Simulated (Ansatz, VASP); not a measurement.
## Mo2CO2 (Mo2CO2 MXene monolayer) in two plane-wave programs

One calculation is typed for both programs; each brings its own data sets. How far apart do they land? Of the first pair: The structure shown is the start of the Ansatz relaxation below; VASP solves that cell, so the two are compared at the walk's first step.

Program: Ansatz 0.2.0. Level of theory: plane waves, with VASP 6.6.1 beside it; single point at PBE with D3(BJ). Results are calculated unless marked as measured.

**1. Set-up**

The cell holds 5 atoms: 2 O, 2 Mo and 1 C. Its edges and angles: a = 3.025 Å, b = 3.025 Å, c = 40.019 Å, α = 90.0°, β = 90.0°, γ = 120.0°. Vacuum lies along c.

**2. Ansatz: relaxation, PBE with D3(BJ)**

Ansatz runs on its PAW soft_1 files.

The two programs are compared at the cell with which this relaxation starts, whose forces are those of its first step.

Contents of input.yaml:

```yaml
crystal:
  lattice:
    - [3.024736, 0.0, 0.0]
    - [-1.512368, 2.6194982157, 0.0]
    - [0.0, 0.0, 40.0190393186]
  atoms:
    - { symbol: O, position: [0.3333333333, 0.6666666667, 0.443538883] }
    - { symbol: Mo, position: [0.6666666667, 0.3333333333, 0.4701771892] }
    - { symbol: C, position: [0.0, 0.0, 0.5] }
    - { symbol: Mo, position: [0.3333333333, 0.6666666667, 0.5298228108] }
    - { symbol: O, position: [0.6666666667, 0.3333333333, 0.556461117] }
  periodic: [true, true, false]
kpoints:
  mp_grid: { grid: [12, 12, 1] }
hamiltonian:
  xc: pbe
  dispersion: d3bj
  pseudopotentials: { kind: paw, azcp: { folder: soft_1 } }
scf:
  occupations: { method: fermi_dirac, width: 0.05 }
  convergence: { dr2_threshold: 1.0e-09 }
relax:
  f_tol: 0.004
  max_steps: 90
  cell: {}
output:
  write_potential: true
  write_density: true
  volumetric_format: npy
```

Launch:

```console
> ansatz run input.yaml --threads 2 --pin off --max-ram 3072MiB --backend cpu --events-out ev --progress --plain --runs-dir out
```

Numbers of over 12 decimals in the logs are rounded to 6 here.

What it wrote:

```text
Warning: relax.cell: scf.convergence.dr2_threshold = 1e-9 eV is looser than the 2.37188834691e-10 eV advised for a relaxation that steers and ends on the stress (1e-10 eV for each atom of the cell: 5, times the square of relax.cell.stress_2d_tol = 0.05 N/m over 14.5 Å (the atoms' height at the walk's start and 5 Å past either face), 3.444e-2 GPa, over a crystal's default 0.05). What an SCF threshold leaves in a stress goes as its square root, and in the free energy as the threshold itself, and one threshold admits the most on a small cell: [figures from the program's tests cut] Set scf.convergence.dr2_threshold to 2.37188834691e-10 eV or tighter. [rest of the remark cut]
Engine: ansatz 0.2.0, x86_64-unknown-linux-gnu
Pseudopotentials: kind: paw
Pseudopotential: O, paw, valence charge 6, recommended cutoff 420 eV (normal), soft_1/O.paw.azcp
Pseudopotential: Mo, paw, valence charge 14, recommended cutoff 420 eV (normal), soft_1/Mo.paw.azcp
Pseudopotential: C, paw, valence charge 4, recommended cutoff 420 eV (normal), soft_1/C.paw.azcp
Functional definition: PBE
  parameter kappa = 0.804
  parameter beta = 0.066725
  exchange = pbe_x(kappa = kappa, mu = beta*pi^2/3)
  correlation = pbe_c(beta = beta)
Crystal: 5 atoms, lattice volume = 317.082 Å³
Basis set: ecut = 420 eV, 6109 PW (Γ), exchange–correlation on 48×48×540 points (8 copies of the dense FFT grid, shifted against one another)
Bands: 27, of which v1, the nominal top of the filled ones, is band 22 counted from 1 (21 counted from 0)
Symmetry: 12 space group operations
Space group: P-3m1 (ITA 164), of the structure as read, at distance tolerance 6.8e-5 Å
k-points: 19 of 144
Non-local potential: O, projectors of the file, l = 0: 2, l = 1: 2, l = 2: 1
Non-local potential: Mo, projectors of the file, l = 0: 3, l = 1: 2, l = 2: 2, l = 3: 1
Non-local potential: C, projectors of the file, l = 0: 2, l = 1: 2, l = 2: 1
PAW form: soft (Blöchl's): semilocal exchange-correlation on the pseudo side does not see the compensation charge
PAW one-centre angular grid: O, 110 points (default); XC on 64 Gauss nodes
PAW one-centre angular grid: Mo, 590 points (default); XC on 64 Gauss nodes
PAW one-centre angular grid: C, 110 points (default); XC on 64 Gauss nodes
Initial density: superposition of atomic densities (neutral atoms: chi_scale 0, normalization atom)
Initial wavefunctions: pseudopotential atomic-orbital guess
Functional: x = pbe(κ = 0.804, μ = 0.219515), c = pbe(β = 0.066725)
SCF iter   1: F=—  HF=-11308.143076 eV  |F-HF|=—  |Δ(HF+E_count)|=         —  Δρ=9.85e-2  dr2=3.82e1  ethr=3.10e-3  ⟨swp⟩=15.1  Hψ=4206  notcnv=0
preconditioner: auto → LDOS  [insulator: Δε(μ)=0.241 eV  Ē_g=11.154 eV  σ=0.050 eV  W_gap=0.66  n_scr=24 (ndim 8)  ℏωp=11.0 eV  f_vac=0.804  D(μ)=1.29/eV (n_scr^D=10)  ε∞_Penn≈2.0  β→1.0]
SCF iter   2: F=—  HF=-11310.467836 eV  |F-HF|=—  |Δ(HF+E_count)|=    2.32e0  Δρ=1.60e-1  dr2=9.37e1  ethr=3.10e-3  ⟨swp⟩=6.2  Hψ=2196  notcnv=0  recentre
SCF iter   3: F=—  HF=-11299.211714 eV  |F-HF|=—  |Δ(HF+E_count)|=    1.13e1  Δρ=2.70e-2  dr2=3.21e0  ethr=3.10e-3  ⟨swp⟩=5.8  Hψ=2083  notcnv=0
SCF iter   4: F=—  HF=-11298.524552 eV  |F-HF|=—  |Δ(HF+E_count)|=   6.87e-1  Δρ=6.27e-3  dr2=1.27e-1  ethr=3.10e-3  ⟨swp⟩=3.8  Hψ=1365  notcnv=0
SCF iter   5: F=—  HF=-11298.516691 eV  |F-HF|=—  |Δ(HF+E_count)|=   7.86e-3  Δρ=1.69e-3  dr2=2.06e-2  ethr=2.89e-4  ⟨swp⟩=3.9  Hψ=1300  notcnv=0  defer=2
SCF iter   6: F=—  HF=-11298.513643 eV  |F-HF|=—  |Δ(HF+E_count)|=   3.05e-3  Δρ=1.04e-3  dr2=4.37e-3  ethr=4.68e-5  ⟨swp⟩=3.7  Hψ=1177  notcnv=0
SCF iter   7: F=—  HF=-11298.513067 eV  |F-HF|=—  |Δ(HF+E_count)|=   5.75e-4  Δρ=2.73e-4  dr2=4.57e-4  ethr=9.94e-6  ⟨swp⟩=3.6  Hψ=1106  notcnv=0  defer=1
SCF iter   8: F=—  HF=-11298.513036 eV  |F-HF|=—  |Δ(HF+E_count)|=   3.15e-5  Δρ=8.40e-5  dr2=4.05e-5  ethr=1.04e-6  ⟨swp⟩=3.1  Hψ=1122  notcnv=0
SCF iter   9: F=—  HF=-11298.513042 eV  |F-HF|=—  |Δ(HF+E_count)|=   6.36e-6  Δρ=2.92e-5  dr2=6.03e-6  ethr=9.21e-8  ⟨swp⟩=2.8  Hψ=926  notcnv=0
SCF iter  10: F=—  HF=-11298.513051 eV  |F-HF|=—  |Δ(HF+E_count)|=   8.82e-6  Δρ=8.41e-6  dr2=2.51e-7  ethr=1.37e-8  ⟨swp⟩=3.7  Hψ=1243  notcnv=0
[...]
preconditioner: auto → LDOS  [insulator: Δε(μ)=0.162 eV  Ē_g=8.498 eV  σ=0.050 eV  W_gap=0.58  n_scr=24 (ndim 8)  ℏωp=10.9 eV  f_vac=0.816  D(μ)=1.72/eV (n_scr^D=12)  ε∞_Penn≈2.6  β→1.0]
[...]
SCF iter   3: F=—  HF=-11298.696223 eV  |F-HF|=—  |Δ(HF+E_count)|=   1.64e-6  Δρ=6.14e-6  dr2=1.14e-7  ethr=2.66e-8  ⟨swp⟩=2.3  Hψ=771  notcnv=0
SCF iter   4: F=—  HF=-11298.696266 eV  |F-HF|=—  |Δ(HF+E_count)|=   4.34e-5  Δρ=2.25e-6  dr2=1.45e-8  ethr=2.60e-10  ⟨swp⟩=3.9  Hψ=1259  notcnv=0
SCF iter   5: F=—  HF=-11298.696266 eV  |F-HF|=—  |Δ(HF+E_count)|=   1.90e-8  Δρ=5.42e-7  dr2=1.20e-9  ethr=3.29e-11  ⟨swp⟩=3.5  Hψ=1139  notcnv=0
SCF iter   6: F=-11298.696266 eV  HF=-11298.696266 eV  |F-HF|=1.16e-10  |Δ(HF+E_count)|=   5.93e-9  Δρ=1.57e-7  dr2=3.73e-11  ethr=2.27e-12  ⟨swp⟩=13.4  Hψ=4651  notcnv=0
SCF 8 converged in 6 iterations: F = -11298.696266 eV  dr2 = 3.73e-11
relax step   8: F+E_penalty+E_count = -11298.69626596 eV  Δ(F+E_penalty+E_count) = +4.839e-5 eV  max|allowed force component| = 2.989e-5 eV/Å  Δτ_max = 0.0006 Å  P = +0.007 N/m  Ω = 327.613 Å³  energy of the carried Pulay correction = -6.821e-5 eV  fix = [c, alpha, beta]  reactions: c +0.000 N/m  (6 SCF iters, accepted)
iter 1 solved again at ethr=3.11e-7 eV; its pass at ethr=3.10e-3 eV (dr2=1.37e-4 eV) is discarded
SCF iter   1: F=—  HF=-11298.696314 eV  |F-HF|=—  |Δ(HF+E_count)|=         —  Δρ=3.05e-6  dr2=1.00e-8  ethr=3.11e-7  ⟨swp⟩=6.6  Hψ=6877  notcnv=0
eigensolver tolerance schedule: the retry pair's looser diagonalisation over-reported the residual by 13613.63 of it (diagonalisation noise at an unbounded share of the residual, at the tolerance the schedule requests for it); recorded, not acted on — ethr = c·dr2/N_el stays at c = 1.0e-1
preconditioner: auto → LDOS  [insulator: Δε(μ)=0.162 eV  Ē_g=8.499 eV  σ=0.050 eV  W_gap=0.58  n_scr=24 (ndim 8)  ℏωp=10.9 eV  f_vac=0.816  D(μ)=1.72/eV (n_scr^D=12)  ε∞_Penn≈2.6  β→1.0]
SCF iter   2: F=—  HF=-11298.696322 eV  |F-HF|=—  |Δ(HF+E_count)|=   8.22e-6  Δρ=2.86e-6  dr2=4.20e-8  ethr=2.28e-11  ⟨swp⟩=7.4  Hψ=2589  notcnv=0
SCF iter   3: F=—  HF=-11298.696322 eV  |F-HF|=—  |Δ(HF+E_count)|=   9.69e-9  Δρ=1.04e-6  dr2=2.09e-9  ethr=2.28e-11  ⟨swp⟩=3.8  Hψ=1248  notcnv=0
SCF iter   4: F=—  HF=-11298.696322 eV  |F-HF|=—  |Δ(HF+E_count)|=   1.97e-7  Δρ=5.99e-7  dr2=1.19e-9  ethr=2.27e-12  ⟨swp⟩=18.1  Hψ=5161  notcnv=0
SCF iter   5: F=-11298.696322 eV  HF=-11298.696322 eV  |F-HF|=1.42e-8  |Δ(HF+E_count)|=   1.83e-7  Δρ=8.95e-8  dr2=2.92e-11  ethr=2.27e-12  ⟨swp⟩=12.1  Hψ=4052  notcnv=0
SCF 9 converged in 5 iterations: F = -11298.696322 eV  dr2 = 2.92e-11
relax step   9: F+E_penalty+E_count = -11298.69632215 eV  Δ(F+E_penalty+E_count) = -5.619e-5 eV  max|allowed force component| = 2.977e-5 eV/Å  Δτ_max = 0.0000 Å  P = +0.007 N/m  Ω = 327.613 Å³  fix = [c, alpha, beta]  reactions: c +0.000 N/m  stress off target by 7.28e-3 N/m on what of the cell is left free  SCF on the basis re-selected at this cell (its energy is not comparable with the rows above)  (5 SCF iters)
basis re-selected at this cell: Δ(F+E_penalty+E_count) = -5.619e-5 eV, ΔP = +0.001 N/m vs the last step (what re-selecting the basis moved, of the pressure what is left beyond the Pulay correction that the steps carried, after the strain that the cell walked since its last selection, with what the two solves' SCF thresholds leave and, on support functions, any second-order correction that the steps lacked; it is no m [...]
WARN: The output density's exchange-correlation potential varies sharply where the density is thin. Do not read a vacuum level from v_tot or v_xc, or from such a field of the output density. On a cell that repeats whose density bears no net charge and no dipole along the vacuum's axis use v_es (v_loc + v_h of the components); under efield.dipole_correction with no amplitude use v_es + v_field, which holds any externa [...]
SCF converged after 5 iterations
Free energy (F): -11298.696322 eV
Harris-Foulkes:  -11298.696322 eV  (|F-HF|=1.42e-8)
Internal energy: -11298.681483 eV  (E = F + TS)
E sigma→0 (E₀):  -11298.688903 eV
Entropy (-TS):   -0.014839 eV (-2.968 meV/atom)
Fermi energy:    -6.326541 eV
--- Per-component energies (eV) ---
  E_band       = -1165.028165
  E_kinetic    = 1267.380345
  E_local      = -178462.949103  (includes V_loc(G=0)·N_el)
  E_nonlocal   = 421.456269
  E_hartree    = 88349.601053
  E_xc         = -543.092953
  E_vxc        = -680.689399  (∫ρ·V_xc dr)
  E_paw        = -6846.038848  (= ΣΔE_a)
  E_vpaw       = -409.429561  (= ΣTr[D̂ρ^β])
  E_aug_tail   = 0.001650  (compensation charges beyond the density's cutoff)
  E_ewald      = 84516.189988
  E_disp       = -1.229885  (pairwise vdW)
  E_smearing   = -0.014839  (= −TS)
  E_closure    = -0.000000  (closes the sum)
  Σ components = -11298.696322   (vs F -11298.696322, Δ=0.00e0)
--- Forces (eV/Å), atoms counted from 1 ---
  atom   1  O      0.00000000    -0.00000000     0.00000325
  atom   2  Mo    -0.00000000     0.00000000     0.00002977
  atom   3  C     -0.00000000     0.00000000     0.00000000
  atom   4  Mo     0.00000000    -0.00000000    -0.00002977
  atom   5  O     -0.00000000     0.00000000    -0.00000325
  max |Σ_I F_I| component: 2.78e-17 eV/Å
--- 2D stress c σ (N/m, compression-positive) ---
        0.007277       0.000000       0.000000
        0.000000       0.007277      -0.000000
        0.000000      -0.000000       0.000000
  P = ½ c Tr σ = 0.0073 N/m
--- Band table (eV; the first three rows and the last of 19) ---
  k-point 0: bands = [... 18 lower, -8.6678, -8.6678, -8.5943, -8.5943, -6.9461, -6.0420, -6.0420, -4.4435, ... 1 higher]
  k-point 1: bands = [... 18 lower, -9.3631, -8.6343, -8.1601, -7.9011, -6.8850, -5.9443, -5.8995, -4.4704, ... 1 higher]
  k-point 2: bands = [... 18 lower, -9.8891, -8.7761, -8.1750, -7.3716, -6.4590, -5.6912, -5.5757, -4.5248, ... 1 higher]
  k-point 18: bands = [... 18 lower, -10.3625, -10.3625, -6.9264, -6.7863, -6.7863, -4.8365, -4.8365, -4.2165, ... 1 higher]
  the weakly bound empty levels are not read free of the cell's end (no_gap_told)
--- Relaxed structure (7 steps of the walk, 7 accepted, 2 SCFs on fresh bases) ---
  F+E_penalty+E_count = -11298.69632215 eV   max|allowed force component| = 2.977e-5 eV/Å   (the final SCF, on the basis selected at the relaxed cell)
  cell:  # Å, volume = 327.6134 Å³
    - [3.074554, 0.0, 0]
    - [-1.537277, 2.662642, 0]
    - [0, 0, 40.0190393186]
  atoms:
    - { symbol: O, position: [0.333333, 0.666667, 0.443988] }
    - { symbol: Mo, position: [0.666667, 0.333333, 0.472075] }
    - { symbol: C, position: [0, 0, 0.5] }
    - { symbol: Mo, position: [0.333333, 0.666667, 0.527925] }
    - { symbol: O, position: [0.666667, 0.333333, 0.556012] }
```

In the SCF lines HF is the Harris–Foulkes energy and dr2 the Hartree energy of the density residual, in eV; the loop may stop once dr2 is under the threshold and the program's other checks hold. Hψ counts applications of the Hamiltonian.

**3. VASP: single point, PBE with D3(BJ), start cell, pair 1**

The same cell, functional, mesh and smearing now go to VASP, with its own data sets.

Lines of VASP's logs that name or quote its potential files are left out, and so is its time.

Contents of INCAR:

```
SYSTEM = Mo2CO2
PREC = Accurate
ENCUT = 520
EDIFF = 1E-06
NELM = 120
ISMEAR = -1
SIGMA = 0.05
LREAL = .FALSE.
ALGO = Normal
GGA = PE
IVDW = 12
NBANDS = 28
LASPH = .TRUE.
LORBIT = 11
LWAVE = .FALSE.
LCHARG = .FALSE.
ISIF = 2
LDIPOL = .TRUE.
IDIPOL = 3
DIPOL = 0.5 0.5 0.5
LVHAR = .TRUE.
GGA_COMPAT = .FALSE.
NELMDL = -8
KPAR = 2
```

Contents of POSCAR:

```
Mo2CO2
1.0
    3.0247360000      0.0000000000      0.0000000000
   -1.5123680000      2.6194980000      0.0000000000
    0.0000000000      0.0000000000     40.0190390000
O Mo C
2 2 1
Direct
    0.3333333333      0.6666666667      0.4435388866
    0.6666666667      0.3333333333      0.5564611134
    0.6666666667      0.3333333333      0.4701771824
    0.3333333333      0.6666666667      0.5298228176
    0.0000000000      0.0000000000      0.5000000000
```

Contents of KPOINTS:

```
Automatic mesh
0
Gamma
12 12 1
0 0 0
```

PAW data sets: O, Mo_sv and C (PBE family, release 64).

Launch:

```console
> mpirun -np 2 vasp_std
```

What it wrote:

```text
[banner, memory and clock lines left out]
running    2 mpi-ranks, on    1 nodes
 distrk:  each k-point on    1 cores,    2 groups
 distr:  one band on    1 cores,    1 groups

 POSCAR found type information on POSCAR O MoC
 POSCAR found :  3 types and       5 ions
 LDA part: xc-table for (Slater+PW92), standard interpolation
 POSCAR, INCAR and KPOINTS ok, starting setup
 FFT: planning ... GRIDC
 FFT: planning ... GRID_SOFT
 FFT: planning ... GRID
 WAVECAR not read
 entering main loop
       N       E                     dE             d eps       ncg     rms          rms(c)
DAV:   1     0.404283106429E+03    0.40428E+03   -0.23774E+04  1424   0.125E+03
DAV:   2    -0.169485479312E+02   -0.42123E+03   -0.41227E+03  1416   0.331E+02
DAV:   3    -0.539723065787E+02   -0.37024E+02   -0.35996E+02  1248   0.941E+01
DAV:   4    -0.551590645432E+02   -0.11868E+01   -0.11673E+01  1384   0.161E+01
DAV:   5    -0.551850491527E+02   -0.25985E-01   -0.25692E-01  1336   0.203E+00
DAV:   6    -0.551856394830E+02   -0.59033E-03   -0.58699E-03  1340   0.300E-01
DAV:   7    -0.551856565386E+02   -0.17056E-04   -0.17048E-04  1356   0.471E-02
DAV:   8    -0.551856572191E+02   -0.68052E-06   -0.68093E-06  1172   0.910E-03    0.516E+01
DAV:   9    -0.463877291710E+02    0.87979E+01   -0.68555E+01  1076   0.501E+01    0.123E+01
DAV:  10    -0.461188385557E+02    0.26889E+00   -0.17134E+01  1080   0.260E+01    0.131E+01
DAV:  11    -0.453266695730E+02    0.79217E+00   -0.32403E+00  1168   0.135E+01    0.212E+00
DAV:  12    -0.453397051443E+02   -0.13036E-01   -0.27930E-01  1172   0.313E+00    0.750E-01
DAV:  13    -0.453339876836E+02    0.57175E-02   -0.28855E-02  1252   0.106E+00    0.281E-01
DAV:  14    -0.453340567680E+02   -0.69084E-04   -0.38955E-03  1208   0.390E-01    0.128E-01
[...]
DAV:  20    -0.453342380040E+02   -0.31610E-04   -0.27015E-06   972   0.101E-02    0.309E-03
DAV:  21    -0.453342953777E+02   -0.57374E-04   -0.26261E-06   928   0.860E-03    0.220E-03
DAV:  22    -0.453343115491E+02   -0.16171E-04   -0.88758E-07   832   0.336E-03    0.156E-03
DAV:  23    -0.453343289538E+02   -0.17405E-04   -0.10195E-06   752   0.477E-03    0.148E-03
DAV:  24    -0.453343332370E+02   -0.42832E-05   -0.17969E-07   684   0.196E-03    0.577E-04
DAV:  25    -0.453343363243E+02   -0.30872E-05   -0.13550E-07   656   0.156E-03    0.298E-04
DAV:  26    -0.453343380003E+02   -0.16761E-05   -0.78568E-08   680   0.770E-04    0.304E-04
DAV:  27    -0.453343384380E+02   -0.43765E-06   -0.12303E-08   556   0.454E-04
   1 F= -.46590503E+02 E0= -.46573571E+02  d E =-.338629E-01
```

From OUTCAR (step 3):

```text
ion  position               nearest neighbor table
   1  0.333  0.667  0.444-   3 2.05   3 2.05   3 2.05
   2  0.667  0.333  0.556-   4 2.05   4 2.05   4 2.05
   3  0.667  0.333  0.470-   1 2.05   1 2.05   1 2.05   5 2.12   5 2.12   5 2.12   4 2.96   4 2.96
                             4 2.96
   4  0.333  0.667  0.530-   2 2.05   2 2.05   2 2.05   5 2.12   5 2.12   5 2.12   3 2.96   3 2.96
                             3 2.96
   5  0.000  0.000  0.500-   4 2.12   3 2.12   4 2.12   3 2.12   3 2.12   4 2.12

  LATTYP: Found a hexagonal cell.
 ALAT       =     3.0247360000
 C/A-ratio  =    13.2305890498

 Subroutine GETGRP returns: Found 12 space group operations
 (whereof 12 operations were pure point group operations)

The static configuration has the point symmetry D_3d.

 Found     19 irreducible k-points:

   k-points           NKPTS =     19   k-points in BZ     NKDIM =     19   number of bands    NBANDS=     28

   dimension x,y,z NGX =    24 NGY =   24 NGZ =  300
   dimension x,y,z NGXF=    48 NGYF=   48 NGZF=  600

   ENCUT  =  520.0 eV  38.22 Ry    6.18 a.u.   5.62  5.62 74.41*2*pi/ulx,y,z

   NELECT =      44.0000    total number of electrons

 k-points in reciprocal lattice and weights: Automatic mesh
   0.00000000  0.00000000  0.00000000       0.007
   0.08333333  0.00000000  0.00000000       0.042
   0.16666667 -0.00000000  0.00000000       0.042
   0.25000000  0.00000000  0.00000000       0.042
   0.33333333  0.00000000  0.00000000       0.042
   0.41666667 -0.00000000  0.00000000       0.042
   0.50000000  0.00000000  0.00000000       0.021
   0.08333333  0.08333333  0.00000000       0.042
   0.16666667  0.08333333  0.00000000       0.083
[...]
0.33333333  0.25000000  0.00000000       0.083
   0.33333333  0.33333333  0.00000000       0.014

 dipolmoment           0.000000      0.000000     -0.000000 electrons x Angstroem

 average (electrostatic) potential at core
       1 -79.6355       2 -79.6355       3 -86.3805       4 -86.3805       5 -58.6666

 E-fermi :  -3.1160

 k-point     1 :       0.0000    0.0000    0.0000
  band No.  band energies     occupation
    ...
     21      -5.2110      2.00000
     22      -5.2110      2.00000
     23      -3.8432      2.00000
     24      -3.2155      1.75976
     25      -3.2155      1.75976
     26      -1.2912      0.00000
     27      -1.1340      0.00000
     28      -1.1340      0.00000

 k-point     2 :       0.0833    0.0000    0.0000
  band No.  band energies     occupation
    ...
     20      -5.8310      2.00000
     21      -4.8530      2.00000
     22      -4.5414      2.00000
     23      -3.7460      1.99999
     24      -3.1157      0.99746
     25      -3.0330      0.31967
     26      -1.2690      0.00000
     27      -1.1844      0.00000
     28      -1.0798      0.00000

 k-point     3 :       0.1667   -0.0000    0.0000
  band No.  band energies     occupation
    ...
     19      -6.7821      2.00000
     20      -5.9044      2.00000
     21      -4.9735      2.00000
     22      -4.0234      2.00000
     23      -3.2185      1.77204
     24      -2.7750      0.00218
     25      -2.6775      0.00031
     26      -1.2760      0.00000
     27      -0.9796      0.00000
     28      -0.9761      0.00000

 Edisp (eV)   -1.25616

  Total       3.40436     3.40436     0.76185    -0.00000    -0.00000     0.00000
  in kB      17.20180    17.20180     3.84952    -0.00000    -0.00000     0.00000
  external pressure =       12.75 kB  Pullay stress =        0.00 kB

  energy-cutoff  :      520.00
  volume of cell :      317.08
      direct lattice vectors                 reciprocal lattice vectors
     3.024736000  0.000000000  0.000000000     0.330607365  0.190876267  0.000000000
    -1.512368000  2.619498000  0.000000000     0.000000000  0.381752534  0.000000000
     0.000000000  0.000000000 40.019039000     0.000000000  0.000000000  0.024988106

 POSITION                                       TOTAL-FORCE (eV/Angst)
 -----------------------------------------------------------------------------------
     -0.00000      1.74633     17.75000         0.000000     -0.000000     -1.039844
      1.51237      0.87317     22.26904         0.000000     -0.000000      1.039844
      1.51237      0.87317     18.81604        -0.000000      0.000000      1.622551
     -0.00000      1.74633     21.20300         0.000000     -0.000000     -1.622551
      0.00000      0.00000     20.00952        -0.000000      0.000000      0.000000
 -----------------------------------------------------------------------------------
    total drift:                                0.000000     -0.000000     -0.000000

  FREE ENERGIE OF THE ION-ELECTRON SYSTEM (eV)
  ---------------------------------------------------
  free  energy   TOTEN  =       -46.5905026571 eV

  energy  without entropy=      -46.5566397432  energy(sigma->0) =      -46.57357120

 vacuum level on the upper side and lower side of the slab         2.645         2.645

 total charge
# of ion       s       p       d       tot
------------------------------------------
    1        1.576   3.434   0.000   5.010
    2        1.576   3.434   0.000   5.010
    3        2.300   6.276   3.894  12.471
    4        2.300   6.276   3.894  12.471
    5        0.893   1.614   0.000   2.506
--------------------------------------------------
tot          8.645  21.034   7.788  37.468

[... 3 further parts left out ...]
```

(Part 1 of 2 ends here.)

[Lines on the potential files, build, host, timing and source positions are cut from VASP's logs without a mark.]

[Logs are printed without paths, hosts, clocks, repeated set-up lines and the standing remarks that a program may print on its own settings, such as how far it seeks lower states.]

[Hosts, paths, dates, database ids (printed as entryN), source tags and the programs' standing remarks are cut or masked in the printed files.]
